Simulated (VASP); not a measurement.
# LuAl3N4 (Pmn2_1) in VASP: settings compared

Aim: see how the results for LuAl3N4 move with the level of theory and the settings. Levels: PBE, r2SCAN. Tasks: relaxation of cell and atoms, single point.

Program: VASP 6.6.1. These are calculated values, not measurements. Logs are shortened: lines on timing, memory, paths and dates and some standing lists are left out, and cuts for length are marked.

**1. The structure**

The structure is orthorhombic, space group Pmn2_1 (No. 31). Conventional cell: a = 6.586 Å, b = 5.655 Å, c = 5.146 Å, α = 90.00°, β = 90.00°, γ = 90.00°. Around Lu (site symmetry m) lie 4 N at 2.18 to 2.28 Å. Around Al (site symmetry m) lie 4 N at 1.88 to 1.96 Å. Around Al (site symmetry 1) lie 4 N at 1.89 to 1.98 Å. Around N (site symmetry m) lie 3 Al at 1.91 to 1.92 Å. N (site symmetry 1) has 3 Al at 1.88 to 1.90 Å as nearest neighbours. Around N (site symmetry m) lie 3 Al at 1.96 to 1.98 Å.

The cell was built by a generator and needn't be a form met in nature.

**2. Relaxation of cell and atoms, PBE**

Contents of INCAR:

```
ALGO = Normal
EDIFF = 1E-6
EDIFFG = -0.01
ENCUT = 520
GGA = PE
IBRION = 2
ISIF = 3
ISMEAR = 0
KPAR = 8
LASPH = True
LCHARG = False
LREAL = False
LWAVE = False
NELM = 120
NSW = 90
PREC = Accurate
SIGMA = 0.03
```

Contents of KPOINTS:

```
k-points
0
Gamma
  4 4 6
```

Contents of POSCAR:

```
LuAl3N4
1.0
    6.5860000000      0.0000000000      0.0000000000
    0.0000000000      5.6550000000      0.0000000000
    0.0000000000      0.0000000000      5.1460000000
Lu Al N
2 6 8
Direct
    0.0000000000      0.8360742700      0.9811504100
    0.5000000000      0.1639257300      0.4811504100
    0.0000000000      0.1863837300      0.4959191600
    0.5000000000      0.8136162700      0.9959191600
    0.2500759200      0.6606542900      0.4955305100
    0.7499240800      0.6606542900      0.4955305100
    0.7500759200      0.3393457100      0.9955305100
    0.2499240800      0.3393457100      0.9955305100
    0.0000000000      0.2097259100      0.8657209500
    0.5000000000      0.7902740900      0.3657209500
    0.2740662000      0.6498673700      0.8628060600
    0.7259338000      0.6498673700      0.8628060600
    0.0000000000      0.8454465100      0.4247959600
    0.7740662000      0.3501326300      0.3628060600
    0.2259338000      0.3501326300      0.3628060600
    0.5000000000      0.1545534900      0.9247959600
```

Potentials or basis: VASP PAW PBE potentials, release 64 (Lu, Al, N).

On the command line:

```
> cat potpaw_PBE.64/Lu/POTCAR potpaw_PBE.64/Al/POTCAR potpaw_PBE.64/N/POTCAR > POTCAR
> mpirun -np 8 vasp_std > vasp.out
```

OUTCAR:

```text
EDIFF = 1E-6
   EDIFFG = -0.01
   ENCUT = 520
   GGA = PE
   IBRION = 2
   ISIF = 3
   ISMEAR = 0
   LASPH = True
   LREAL = False
   NELM = 120
   NSW = 90
   PREC = Accurate

 ion  position               nearest neighbor table
   1  0.000  0.836  0.981-  11 2.18  12 2.18   9 2.19  13 2.28   5 3.15   6 3.15   3 3.19   7 3.26
                             8 3.26   6 3.27   5 3.27   8 3.29   7 3.29   4 3.30   4 3.30   3 3.31
   2  0.500  0.164  0.481-  14 2.18  15 2.18  10 2.19  16 2.28   7 3.15   8 3.15   4 3.19   5 3.26
                             6 3.26   8 3.27   7 3.27   5 3.29   6 3.29   3 3.30   3 3.30   4 3.31
   3  0.000  0.186  0.496-  14 1.88  15 1.88   9 1.91  13 1.96   5 3.15   6 3.15   7 3.17   8 3.17
                             7 3.18   8 3.18   1 3.19   2 3.30   2 3.30   1 3.31
   4  0.500  0.814  0.996-  11 1.88  12 1.88  10 1.91  16 1.96   7 3.15   8 3.15   5 3.17   6 3.17
                             5 3.18   6 3.18   2 3.19   1 3.30   1 3.30   2 3.31
   5  0.250  0.661  0.496-  15 1.89  11 1.90  10 1.92  13 1.98   3 3.15   8 3.15   8 3.15   1 3.15
                             4 3.17   4 3.18   2 3.26   1 3.27   2 3.29   6 3.29   6 3.29
   6  0.750  0.661  0.496-  14 1.89  12 1.90  10 1.92  13 1.98   3 3.15   7 3.15   7 3.15   1 3.15
                             4 3.17   4 3.18   2 3.26   1 3.27   2 3.29   5 3.29   5 3.29
   7  0.750  0.339  0.996-  12 1.89  14 1.90   9 1.92  16 1.98   4 3.15   6 3.15   6 3.15   2 3.15
                             3 3.17   3 3.18   1 3.26   2 3.27   1 3.29   8 3.29   8 3.29
   8  0.250  0.339  0.996-  11 1.89  15 1.90   9 1.92  16 1.98   4 3.15   5 3.15   5 3.15   2 3.15
                             3 3.17   3 3.18   1 3.26   2 3.27   1 3.29   7 3.29   7 3.29
   9  0.000  0.210  0.866-   3 1.91   7 1.92   8 1.92   1 2.19
  10  0.500  0.790  0.366-   4 1.91   5 1.92   6 1.92   2 2.19
  11  0.274  0.650  0.863-   4 1.88   8 1.89   5 1.90   1 2.18
  12  0.726  0.650  0.863-   4 1.88   7 1.89   6 1.90   1 2.18
  13  0.000  0.845  0.425-   3 1.96   5 1.98   6 1.98   1 2.28
  14  0.774  0.350  0.363-   3 1.88   6 1.89   7 1.90   2 2.18
  15  0.226  0.350  0.363-   3 1.88   5 1.89   8 1.90   2 2.18
  16  0.500  0.155  0.925-   4 1.96   7 1.98   8 1.98   2 2.28

  LATTYP: Found a simple orthorhombic cell.
 ALAT       =     5.1460000000
 B/A-ratio  =     1.0989117761
 C/A-ratio  =     1.2798289934

  Lattice vectors:

 A1 = (   0.0000000000,   0.0000000000,  -5.1460000000)
 A2 = (   0.0000000000,   5.6550000000,   0.0000000000)
 A3 = (   6.5860000000,   0.0000000000,   0.0000000000)

Analysis of symmetry for initial positions (statically):
=====================================================================
 Subroutine PRICEL returns:
 Original cell was already a primitive cell.

 Routine SETGRP: Setting up the symmetry group for a
 simple orthorhombic supercell.

 Subroutine GETGRP returns: Found  4 space group operations
 (whereof  2 operations were pure point group operations)
 out of a pool of  8 trial point group operations.

The static configuration has the point symmetry C_1h.
 The point group associated with its full space group is C_2v.

Analysis of symmetry for dynamics (positions and initial velocities):
=====================================================================
 Subroutine PRICEL returns:
 Original cell was already a primitive cell.

 Routine SETGRP: Setting up the symmetry group for a
 simple orthorhombic supercell.

 Subroutine GETGRP returns: Found  4 space group operations
 (whereof  2 operations were pure point group operations)
 out of a pool of  8 trial point group operations.

The dynamic configuration has the point symmetry C_1h.
 The point group associated with its full space group is C_2v.

 Subroutine INISYM returns: Found  4 space group operations
 (whereof  2 operations are pure point group operations),
 and found     1 'primitive' translations

----------------------------------------------------------------------------------------

                                     Primitive cell

[... 40 lines left out ...]
  volume/ion in A,a.u.               =      11.98        80.84
  Fermi-wavevector in a.u.,A,eV,Ry     =   1.352201  2.555290 24.877553  1.828449
  Thomas-Fermi vector in A             =   2.479560
   LORBIT       =      0    0 simple, 1 ext, 2 COOP (PROOUT), +10 PAW based schemes
   GGA     = PE    functional components
   LHFCALC =     F    Hartree Fock is set to
   AEXX    =    0.0000 exact exchange contribution
   IVDW    =     0    specifies the selected vdW correction
   LEPSILON=     F    determine dielectric tensor
   LRPA    =     F    only Hartree local field effects (RPA)
 conjugate gradient relaxation of ions
 non-spin polarized calculation
 Gauss-broadening in eV      SIGMA  =   0.03
  energy-cutoff  :      520.00
  volume of cell :      191.66
 maximum number of plane-waves:      5190
 NGX is ok and might be reduce to    50
   NGX = 25   NGY = 21   NGZ = 19

--------------------------------------- Ionic step        1  -------------------------------------------

 number of electron     107.9999983 magnetization

 Free energy of the ion-electron system (eV)
  ---------------------------------------------------
  ext. energy  EPLUGINS =         0.00000000
  ---------------------------------------------------
  free energy    TOTEN  =      -120.28143320 eV

  energy without entropy =     -120.28143320  energy(sigma->0) =     -120.28143320

------------------------ aborting loop because EDIFF is reached ----------------------------------------

  FORCE on cell =-STRESS in cart. coord.  units (eV):
  Direction    XX          YY          ZZ          XY          YZ          ZX
  --------------------------------------------------------------------------------------
  -------------------------------------------------------------------------------------
  Total        0.4316376      0.9982805      0.5460377      0.0000000      0.0000000      0.0000000
  in kB        3.6083260      8.3452441      4.5646669      0.0000000      0.0000000      0.0000000
  external PRESSURE =       5.5060790 kB  Pullay stress =       0.0000000 kB
[... 131 lines left out ...]
  FREE ENERGIE OF THE ION-ELECTRON SYSTEM (eV)
  ---------------------------------------------------
  free  energy   TOTEN  =      -120.2827928694 eV

  energy  without entropy=     -120.2827928694  energy(sigma->0) =     -120.28279287

[... ionic steps 4 to 8 ...]

--------------------------------------- Ionic step        9  -------------------------------------------

 number of electron     107.9999973 magnetization

------------------------ aborting loop because EDIFF is reached ----------------------------------------
[... 95 lines left out ...]
--------------------------------------- Ionic step       11  -------------------------------------------

 number of electron     107.9999973 magnetization

 Free energy of the ion-electron system (eV)
  ---------------------------------------------------
  ext. energy  EPLUGINS =         0.00000000
  ---------------------------------------------------
  free energy    TOTEN  =      -120.28377374 eV

  energy without entropy =     -120.28377374  energy(sigma->0) =     -120.28377374

 E-fermi :   4.6575     XC(G=0): -10.9627

 val. band max:        4.4634100977   @ k =   0.2500   0.5000   0.0000
 cond. band min:       7.6583524686   @ k =   0.0000   0.0000   0.0000
 fundamental gap:      3.1949423709
 Fermi energy:         4.6574924671

 k-point     1 :       0.0000    0.0000    0.0000
  band No.  band energies     occupation
      1     -49.1171      2.00000
      2     -49.1168      2.00000
      3     -20.0243      2.00000
      4     -20.0035      2.00000
      5     -19.9801      2.00000
      6     -19.9781      2.00000
[... 1597 lines left out ...]
     63      10.8890      0.00000
     64      11.0438      0.00000

 [... further k-points ...]

------------------------ aborting loop because EDIFF is reached ----------------------------------------

  FORCE on cell =-STRESS in cart. coord.  units (eV):
  Direction    XX          YY          ZZ          XY          YZ          ZX
  --------------------------------------------------------------------------------------
  -------------------------------------------------------------------------------------
  Total       -0.0315328     -0.0753186     -0.0647644      0.0000000      0.0000000      0.0000000
  in kB       -0.2627296     -0.6275514     -0.5396145      0.0000000      0.0000000      0.0000000
  external PRESSURE =      -0.4766318 kB  Pullay stress =       0.0000000 kB
[... 31 lines left out ...]
  FREE ENERGIE OF THE ION-ELECTRON SYSTEM (eV)
  ---------------------------------------------------
  free  energy   TOTEN  =      -120.2837737392 eV

  energy  without entropy=     -120.2837737392  energy(sigma->0) =     -120.28377374

 reached required accuracy - stopping structural energy minimisation
```

Wall time 6 min (8 MPI ranks of Intel Xeon 6975P-C (Granite Rapids), shared host); peak memory 0.59 GiB.

Results:

| Quantity | Value |
| --- | --- |
| Free energy | -120.2838 eV |
| Relaxed volume | 12.02 Å³/atom |
| Relaxed cell | a = 6.585 Å, b = 5.675 Å, c = 5.146 Å, α = 90.00°, β = 90.00°, γ = 90.00° |
| Space group after relaxing (to 0.05 Å) | Pmn2_1 (No. 31) |
| Energy gained by relaxing | 0.1 meV/atom |
| Ionic steps | 11 |
| Pressure after relaxing | 0.0 GPa |
| Largest force after relaxing | 0.007 eV/Å |
| Band gap on the k mesh | 3.20 eV, indirect (least direct gap 3.23 eV) |

Forces on the atoms (eV/Å):
```
Lu   0.000  0.003  0.000
Lu   0.000 -0.003  0.000
Al   0.000  0.005  0.001
Al   0.000 -0.005  0.001
Al  -0.001 -0.004  0.002
Al   0.001 -0.004  0.002
Al  -0.001  0.004  0.002
Al   0.001  0.004  0.002
N    0.000  0.006 -0.004
N    0.000 -0.006 -0.004
N   -0.003  0.005  0.002
N    0.003  0.005  0.002
N    0.000  0.000 -0.005
N   -0.003 -0.005  0.002
N    0.003 -0.005  0.002
N    0.000  0.000 -0.005
```

Step by step:
```tsv
step	energy change (eV)	largest force (eV/Å)	pressure (GPa)	volume (Å³)
1	0.0000	0.0345	0.55	191.66
2	-0.0007	0.0509	-0.57	192.80
3	-0.0014	0.0395	-0.08	192.32
4	-0.0018	0.0371	-0.13	192.28
5	-0.0020	0.0404	-0.10	192.23
6	-0.0021	0.0222	0.21	192.03
7	-0.0021	0.0266	0.12	192.11
8	-0.0023	0.0149	0.03	192.22
9	-0.0023	0.0152	-0.02	192.22
10	-0.0023	0.0149	0.04	192.22
11	-0.0023	0.0069	-0.05	192.29
```

Final structure:
```xyz
16
Lattice="6.5848 0.0000 0.0000 0.0000 5.6746 0.0000 0.0000 0.0000 5.1462" Properties=species:S:1:pos:R:3 pbc="T T T"
Lu    0.0000    4.7516    5.0446
Lu    3.2924    0.9230    2.4715
Al    0.0000    1.0571    2.5520
Al    3.2924    4.6175    5.1251
Al    1.6476    3.7437    2.5496
Al    4.9372    3.7437    2.5496
Al    4.9400    1.9309    5.1227
Al    1.6448    1.9309    5.1227
N     0.0000    1.1939    4.4545
N     3.2924    4.4808    1.8815
N     1.8039    3.6893    4.4419
N     4.7809    3.6893    4.4419
N     0.0000    4.7972    2.1887
N     5.0963    1.9853    1.8688
N     1.4885    1.9853    1.8688
N     3.2924    0.8774    4.7618
```

Levels at points of the mesh, in eV from the valence-band top:
| k point | band 51 | band 52 | band 53 | band 54 | band 55 | band 56 | band 57 | band 58 |
| --- | --- | --- | --- | --- | --- | --- | --- | --- |
| (0.00, 0.00, 0.00) | -0.50 | -0.43 | -0.15 | -0.03 | 3.20 | 4.27 | 4.34 | 4.34 |
| (0.50, 0.00, 0.00) | -0.43 | -0.43 | -0.09 | -0.09 | 4.12 | 4.12 | 5.18 | 5.18 |
| (0.00, 0.50, 0.00) | -0.30 | -0.17 | -0.13 | -0.09 | 4.21 | 4.48 | 4.62 | 4.71 |
| (0.50, 0.50, 0.00) | -0.20 | -0.20 | -0.02 | -0.02 | 4.60 | 4.60 | 5.00 | 5.00 |
| (0.00, 0.00, 0.50) | -0.47 | -0.47 | -0.30 | -0.30 | 4.20 | 4.20 | 5.21 | 5.21 |
| (0.50, 0.00, 0.50) | -0.47 | -0.47 | -0.16 | -0.16 | 5.08 | 5.08 | 5.24 | 5.24 |
| (0.00, 0.50, 0.50) | -0.53 | -0.53 | -0.25 | -0.25 | 4.65 | 4.65 | 4.94 | 4.94 |
| (0.50, 0.50, 0.50) | -0.39 | -0.39 | -0.04 | -0.04 | 4.84 | 4.84 | 5.07 | 5.07 |

Caveat: spin-orbit coupling is left out, which moves the levels of the heavy elements.

[end of part 1 of 2]
